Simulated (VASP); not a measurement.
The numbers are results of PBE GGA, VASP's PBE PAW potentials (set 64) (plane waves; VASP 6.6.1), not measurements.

VASP ran on this input.

### INCAR
```
SYSTEM = SnO2
PREC = Accurate
ENCUT = 520
EDIFF = 1E-8
NELM = 100
ALGO = Normal
LREAL = .FALSE.
LASPH = .TRUE.
ISMEAR = 0
SIGMA = 0.01
GGA = PE
LMAXMIX = 4
LWAVE = .FALSE.
LCHARG = .FALSE.
IBRION = 8
NSW = 1
LEPSILON = .TRUE.
```

File POSCAR:
```
SnO2
1
    4.8327062193     0.0000000000     0.0000000000
    0.0000000000     4.8327062193     0.0000000000
    0.0000000000     0.0000000000     3.2408334566
Sn O
2 4
Direct
  0.0000000000   0.0000000000   1.0000000000
  0.5000000000   0.5000000000   0.5000000000
  0.3065849554   0.3065849554   0.0000000000
  0.8065849554   0.1934150446   0.5000000000
  0.1934150446   0.8065849554   0.5000000000
  0.6934150446   0.6934150446   0.0000000000
```

### KPOINTS
```
Automatic mesh
0
gamma
  6 6 9
0 0 0
```

POTCAR, in this order: Sn_d O (PBE.64 set). Program: vasp_std.

What VASP printed:

File OUTCAR:
```
 ion  position               nearest neighbor table
   1  0.000  0.000  0.000-   4 2.09   5 2.09   4 2.09   5 2.09   3 2.10   6 2.10
   2  0.500  0.500  0.500-   3 2.09   6 2.09   3 2.09   6 2.09   5 2.10   4 2.10
   3  0.307  0.307  0.000-   2 2.09   2 2.09   1 2.10
   4  0.807  0.193  0.500-   1 2.09   1 2.09   2 2.10
   5  0.193  0.807  0.500-   1 2.09   1 2.09   2 2.10
   6  0.693  0.693  0.000-   2 2.09   2 2.09   1 2.10
  LATTYP: Found a simple tetragonal cell.
 ALAT       =     4.8327062193
 C/A-ratio  =     0.6706042763
 Subroutine PRICEL returns:
 Original cell was already a primitive cell.
 Subroutine GETGRP returns: Found 16 space group operations
The static configuration has the point symmetry D_2h.
 The point group associated with its full space group is D_4h.
The dynamic configuration has the point symmetry D_2h.
 Subroutine INISYM returns: Found 16 space group operations
 Subroutine IBZKPT returns following result:
 Found     50 irreducible k-points:

 Following reciprocal coordinates:
            Coordinates               Weight
  0.000000  0.000000  0.000000      1.000000
  0.166667  0.000000  0.000000      4.000000
  0.333333  0.000000  0.000000      4.000000
  0.500000  0.000000  0.000000      2.000000
  0.166667  0.166667  0.000000      4.000000
  0.333333  0.166667  0.000000      8.000000
  0.500000  0.166667  0.000000      4.000000
  0.333333  0.333333  0.000000      4.000000
  0.500000  0.333333  0.000000      4.000000
  0.500000  0.500000  0.000000      1.000000
  0.000000  0.000000  0.111111      2.000000
  0.166667  0.000000  0.111111      8.000000
  0.333333  0.000000  0.111111      8.000000
  0.500000  0.000000  0.111111      4.000000
  0.166667  0.166667  0.111111      8.000000
  0.333333  0.166667  0.111111     16.000000
  0.500000  0.166667  0.111111      8.000000
  0.333333  0.333333  0.111111      8.000000
...
```

### OSZICAR
```
...
       N       E                     dE             d eps       ncg     rms          rms(c)
RMM:   1    -0.296330724922E+00   -0.29633E+00    0.21911E+00  3617   0.104E+01
RMM:   2    -0.840797660274E+00   -0.54447E+00   -0.25576E-01  5612   0.220E+00    0.144E+00
RMM:   3    -0.840088210297E+00    0.70945E-03   -0.20702E-02  5680   0.818E-01    0.867E-01
RMM:   4    -0.876718443850E+00   -0.36630E-01   -0.13620E-02  5646   0.752E-01    0.113E-01
RMM:   5    -0.881635393454E+00   -0.49169E-02   -0.83910E-04  5898   0.177E-01    0.356E-02
RMM:   6    -0.882135066418E+00   -0.49967E-03   -0.83316E-05  5597   0.507E-02    0.566E-03
RMM:   7    -0.882368736026E+00   -0.23367E-03   -0.96243E-06  5823   0.151E-02    0.177E-03
RMM:   8    -0.882462245413E+00   -0.93509E-04   -0.23016E-06  5928   0.462E-03    0.340E-04
RMM:   9    -0.882468858248E+00   -0.66128E-05   -0.88859E-08  6000   0.127E-03    0.120E-04
RMM:  10    -0.882465993142E+00    0.28651E-05    0.13436E-07  5894   0.390E-04    0.596E-05
RMM:  11    -0.882466249281E+00   -0.25614E-06   -0.12410E-07  4547   0.141E-04    0.117E-05
RMM:  12    -0.882465294684E+00    0.95460E-06   -0.62128E-08  2437   0.674E-05    0.221E-06
 Linear response DOF=           4
 Linear response progress:
  Degree of freedom:   1/  4
       N       E                     dE             d eps       ncg     rms          rms(c)
RMM:   1    -0.213289233628E+00   -0.21329E+00    0.21139E+00  8273   0.161E+01
RMM:   2    -0.219159222761E+00   -0.58700E-02   -0.21142E-02 10918   0.104E+00    0.129E-01
RMM:   3    -0.218123001344E+00    0.10362E-02   -0.16992E-03 11657   0.262E-01    0.798E-02
RMM:   4    -0.217006267959E+00    0.11167E-02   -0.48431E-04 11701   0.133E-01    0.274E-02
RMM:   5    -0.216728751175E+00    0.27752E-03   -0.10427E-04 12203   0.485E-02    0.152E-02
RMM:   6    -0.216735889619E+00   -0.71384E-05   -0.47018E-05 12044   0.158E-02    0.370E-03
RMM:   7    -0.216753978875E+00   -0.18089E-04   -0.32072E-05 12451   0.511E-03    0.934E-04
RMM:   8    -0.216761411385E+00   -0.74325E-05   -0.42422E-06 12188   0.169E-03    0.292E-04
RMM:   9    -0.216764934137E+00   -0.35228E-05   -0.34230E-06 12323   0.642E-04    0.752E-05
RMM:  10    -0.216765014589E+00   -0.80452E-07   -0.14409E-06 12686   0.230E-04    0.360E-05
RMM:  11    -0.216765521725E+00   -0.50714E-06   -0.63544E-07 12461   0.106E-04    0.820E-06
RMM:  12    -0.216765420977E+00    0.10075E-06   -0.70833E-08 13154   0.451E-05    0.386E-06
RMM:  13    -0.216765459030E+00   -0.38052E-07    0.96924E-09 12677   0.257E-05    0.119E-06
RMM:  14    -0.216765456102E+00    0.29274E-08    0.13027E-07 12300   0.178E-05    0.559E-07
RMM:  15    -0.216765456787E+00   -0.68499E-09    0.14009E-07  9139   0.150E-05    0.216E-07
RMM:  16    -0.216765456326E+00    0.46087E-09    0.17393E-07  7987   0.141E-05    0.892E-08
 Linear response progress:
  Degree of freedom:   2/  4
       N       E                     dE             d eps       ncg     rms          rms(c)
RMM:   1    -0.202532558222E+00   -0.20253E+00    0.18585E+00  5377   0.148E+01
RMM:   2    -0.209077465871E+00   -0.65449E-02   -0.20513E-02  7032   0.976E-01    0.108E-01
RMM:   3    -0.208610490828E+00    0.46698E-03   -0.11731E-03  7520   0.226E-01    0.613E-02
RMM:   4    -0.208093969008E+00    0.51652E-03   -0.11132E-04  7556   0.786E-02    0.276E-02
RMM:   5    -0.207967319393E+00    0.12665E-03    0.52459E-05  7834   0.285E-02    0.872E-03
RMM:   6    -0.207977071912E+00   -0.97525E-05   -0.20989E-05  7954   0.935E-03    0.129E-03
RMM:   7    -0.207984896059E+00   -0.78241E-05   -0.90262E-06  8089   0.288E-03    0.411E-04
RMM:   8    -0.207988773103E+00   -0.38770E-05   -0.85238E-06  7879   0.110E-03    0.150E-04
RMM:   9    -0.207988715624E+00    0.57479E-07   -0.87102E-06  8124   0.442E-04    0.268E-05
RMM:  10    -0.207988313363E+00    0.40226E-06   -0.37044E-06  8146   0.217E-04    0.276E-05
RMM:  11    -0.207988227110E+00    0.86253E-07   -0.21520E-06  8198   0.118E-04    0.421E-06
RMM:  12    -0.207988121654E+00    0.10546E-06   -0.13951E-06  8475   0.719E-05    0.150E-06
RMM:  13    -0.207988063628E+00    0.58027E-07   -0.88776E-07  7891   0.487E-05    0.140E-06
RMM:  14    -0.207988018213E+00    0.45415E-07   -0.54840E-07  6439   0.358E-05    0.466E-07
RMM:  15    -0.207987994221E+00    0.23992E-07   -0.32982E-07  5126   0.281E-05    0.245E-07
RMM:  16    -0.207987984376E+00    0.98447E-08   -0.25754E-07  4964   0.234E-05    0.158E-07
RMM:  17    -0.207987969945E+00    0.14431E-07   -0.17858E-07  5028   0.204E-05    0.697E-08
 Linear response progress:
  Degree of freedom:   3/  4
       N       E                     dE             d eps       ncg     rms          rms(c)
RMM:   1    -0.383212742260E+00   -0.38321E+00    0.25662E-01 12461   0.337E+00
RMM:   2    -0.371552287078E+00    0.11660E-01   -0.11945E-02  9809   0.964E-01    0.169E-01
RMM:   3    -0.373432401490E+00   -0.18801E-02   -0.20365E-03 11096   0.289E-01    0.889E-02
RMM:   4    -0.374927633415E+00   -0.14952E-02   -0.71538E-04 11320   0.148E-01    0.256E-02
RMM:   5    -0.375102423250E+00   -0.17479E-03   -0.19398E-05 11449   0.364E-02    0.137E-02
RMM:   6    -0.375121375378E+00   -0.18952E-04   -0.11646E-05 10785   0.179E-02    0.228E-03
RMM:   7    -0.375119707787E+00    0.16676E-05   -0.51071E-06 11449   0.531E-03    0.121E-03
RMM:   8    -0.375114360515E+00    0.53473E-05    0.63834E-07 10810   0.227E-03    0.422E-04
RMM:   9    -0.375112933060E+00    0.14275E-05    0.42435E-07 11627   0.836E-04    0.180E-04
RMM:  10    -0.375113332013E+00   -0.39895E-06   -0.36551E-07 11067   0.360E-04    0.428E-05
RMM:  11    -0.375113186087E+00    0.14593E-06   -0.14449E-08 12075   0.132E-04    0.142E-05
RMM:  12    -0.375113172659E+00    0.13428E-07    0.63462E-08 11992   0.578E-05    0.518E-06
RMM:  13    -0.375113200323E+00   -0.27664E-07    0.16363E-07 12583   0.290E-05    0.176E-06
RMM:  14    -0.375113203418E+00   -0.30943E-08    0.15041E-07 12266   0.186E-05    0.725E-07
RMM:  15    -0.375113201258E+00    0.21601E-08    0.16008E-07 10796   0.150E-05    0.178E-07
RMM:  16    -0.375113201626E+00   -0.36883E-09    0.16605E-07  6913   0.138E-05    0.900E-08
 Linear response progress:
  Degree of freedom:   4/  4
       N       E                     dE             d eps       ncg     rms          rms(c)
RMM:   1    -0.370171917553E+00   -0.37017E+00    0.29067E-01 11712   0.338E+00
RMM:   2    -0.358145717402E+00    0.12026E-01   -0.84810E-03  9483   0.950E-01    0.163E-01
RMM:   3    -0.360266747708E+00   -0.21210E-02   -0.16345E-03 10834   0.261E-01    0.872E-02
RMM:   4    -0.362031898632E+00   -0.17652E-02   -0.71706E-04 10541   0.150E-01    0.200E-02
RMM:   5    -0.361984968223E+00    0.46930E-04   -0.32944E-05 11180   0.320E-02    0.866E-03
RMM:   6    -0.361901971156E+00    0.82997E-04   -0.44673E-06 11159   0.118E-02    0.166E-03
RMM:   7    -0.361933939062E+00   -0.31968E-04   -0.46586E-07 11202   0.368E-03    0.836E-04
RMM:   8    -0.361925275405E+00    0.86637E-05   -0.14743E-07 11291   0.126E-03    0.167E-04
RMM:   9    -0.361923403506E+00    0.18719E-05    0.23619E-08 11450   0.395E-04    0.619E-05
RMM:  10    -0.361924027076E+00   -0.62357E-06   -0.25164E-07 11601   0.139E-04    0.158E-05
RMM:  11    -0.361924039040E+00   -0.11965E-07   -0.13202E-07 12235   0.552E-05    0.344E-06
RMM:  12    -0.361924053925E+00   -0.14885E-07   -0.18361E-08 12007   0.275E-05    0.196E-06
RMM:  13    -0.361924067934E+00   -0.14008E-07   -0.10608E-08 11023   0.196E-05    0.372E-07
RMM:  14    -0.361924066223E+00    0.17102E-08   -0.60204E-09  7555   0.165E-05    0.144E-07
 Linear response finished
```

File OUTCAR:
```
------------------------ aborting loop because EDIFF is reached ----------------------------------------

 HEAD OF MICROSCOPIC STATIC DIELECTRIC TENSOR (INDEPENDENT PARTICLE, excluding Hartree and local field effects)
 ------------------------------------------------------
           4.898204    -0.000000     0.000000
           0.000000     4.898204     0.000000
           0.000000     0.000000     5.047570
 ------------------------------------------------------

 MACROSCOPIC STATIC DIELECTRIC TENSOR (including local field effects in DFT)
 ------------------------------------------------------
           4.807311    -0.000000     0.000000
           0.000000     4.807311     0.000000
           0.000000     0.000000     4.953278
 ------------------------------------------------------

 PIEZOELECTRIC TENSOR (including local field effects)  for field in x, y, z        (e  Angst)
          XX          YY          ZZ          XY          YZ          ZX
  --------------------------------------------------------------------------------
  x     0.00000     0.00000     0.00000     0.00000     0.00000     0.00000
  y     0.00000     0.00000     0.00000     0.00000     0.00000     0.00000
  z     0.00000     0.00000     0.00000     0.00000     0.00000     0.00000

 PIEZOELECTRIC TENSOR (including local field effects)  for field in x, y, z        (C/m^2)
          XX          YY          ZZ          XY          YZ          ZX
  --------------------------------------------------------------------------------
  x     0.00000     0.00000     0.00000     0.00000     0.00000     0.00000
  y     0.00000     0.00000     0.00000     0.00000     0.00000     0.00000
  z     0.00000     0.00000     0.00000     0.00000     0.00000     0.00000

 BORN EFFECTIVE CHARGES (including local field effects) (in |e|, cummulative output)
 ---------------------------------------------------------------------------------
 ion    1
    1     4.12250     0.53149     0.00000
    2     0.53149     4.12250     0.00000
    3     0.00000     0.00000     4.50713
 ion    2
    1     4.12250    -0.53149     0.00000
    2    -0.53149     4.12250     0.00000
    3     0.00000     0.00000     4.50713
 ion    3
    1    -2.06125    -0.76020     0.00000
    2    -0.76020    -2.06125     0.00000
    3     0.00000     0.00000    -2.25357
 ion    4
    1    -2.06125     0.76020     0.00000
    2     0.76020    -2.06125     0.00000
    3     0.00000     0.00000    -2.25357
 ion    5
    1    -2.06125     0.76020     0.00000
    2     0.76020    -2.06125     0.00000
    3     0.00000     0.00000    -2.25357
 ion    6
    1    -2.06125    -0.76020     0.00000
    2    -0.76020    -2.06125     0.00000
    3     0.00000     0.00000    -2.25357

   1 f  =   21.197626 THz   133.188613 2PiTHz  707.076695 cm-1    87.666298 meV
             X         Y         Z           dx          dy          dz
      0.000000  0.000000  0.000000     0.000000   -0.000000    0.000000
      2.416353  2.416353  1.620417     0.000000   -0.000000   -0.000000
      1.481635  1.481635  0.000000    -0.353553   -0.353553    0.000000
      3.897988  0.934718  1.620417     0.353553   -0.353553    0.000000
      0.934718  3.897988  1.620417    -0.353553    0.353553   -0.000000
      3.351071  3.351071  0.000000     0.353553    0.353553   -0.000000

   2 f  =   17.526967 THz   110.125181 2PiTHz  584.636688 cm-1    72.485678 meV
             X         Y         Z           dx          dy          dz
      0.000000  0.000000  0.000000     0.000000    0.000000   -0.000000
      2.416353  2.416353  1.620417     0.000000    0.000000   -0.000000
      1.481635  1.481635  0.000000     0.353553    0.353553    0.000000
      3.897988  0.934718  1.620417     0.353553   -0.353553    0.000000
      0.934718  3.897988  1.620417    -0.353553    0.353553    0.000000
      3.351071  3.351071  0.000000    -0.353553   -0.353553   -0.000000

   3 f  =   16.528447 THz   103.851298 2PiTHz  551.329662 cm-1    68.356135 meV
             X         Y         Z           dx          dy          dz
      0.000000  0.000000  0.000000     0.067792    0.105000   -0.000000
      2.416353  2.416353  1.620417     0.167202    0.185434    0.000000
      1.481635  1.481635  0.000000    -0.476532   -0.453821   -0.000000
      3.897988  0.934718  1.620417     0.156702    0.058538    0.000000
      0.934718  3.897988  1.620417     0.156702    0.058538    0.000000
      3.351071  3.351071  0.000000    -0.476532   -0.453821   -0.000000

   4 f  =   16.528447 THz   103.851298 2PiTHz  551.329662 cm-1    68.356135 meV
             X         Y         Z           dx          dy          dz
      0.000000  0.000000  0.000000     0.185434   -0.167202   -0.000000
      2.416353  2.416353  1.620417     0.105000   -0.067792   -0.000000
      1.481635  1.481635  0.000000     0.058538   -0.156702    0.000000
      3.897988  0.934718  1.620417    -0.453821    0.476532    0.000000
      0.934718  3.897988  1.620417    -0.453821    0.476532    0.000000
      3.351071  3.351071  0.000000     0.058538   -0.156702   -0.000000

   5 f  =   15.852281 THz    99.602818 2PiTHz  528.775173 cm-1    65.559736 meV
             X         Y         Z           dx          dy          dz
      0.000000  0.000000  0.000000     0.000000    0.000000    0.196345
      2.416353  2.416353  1.620417     0.000000    0.000000   -0.196345
      1.481635  1.481635  0.000000    -0.000000   -0.000000    0.480338
      3.897988  0.934718  1.620417     0.000000    0.000000   -0.480338
      0.934718  3.897988  1.620417     0.000000    0.000000   -0.480338
      3.351071  3.351071  0.000000    -0.000000   -0.000000    0.480338

   6 f  =   13.155316 THz    82.657290 2PiTHz  438.814120 cm-1    54.405992 meV
             X         Y         Z           dx          dy          dz
      0.000000  0.000000  0.000000     0.000000    0.000000    0.000000
      2.416353  2.416353  1.620417    -0.000000   -0.000000    0.000000
      1.481635  1.481635  0.000000     0.000000   -0.000000   -0.097769
      3.897988  0.934718  1.620417    -0.000000    0.000000    0.700315
      0.934718  3.897988  1.620417    -0.000000   -0.000000   -0.700315
      3.351071  3.351071  0.000000    -0.000000    0.000000    0.097769
...
```
(Selected blocks of OUTCAR.)

The dielectric response may not be converged in the k-mesh; for small gaps it tends to come out too large.

The compound is SnO2 in the rutile structure. It was relaxed first, which changed the volume by +6 %.
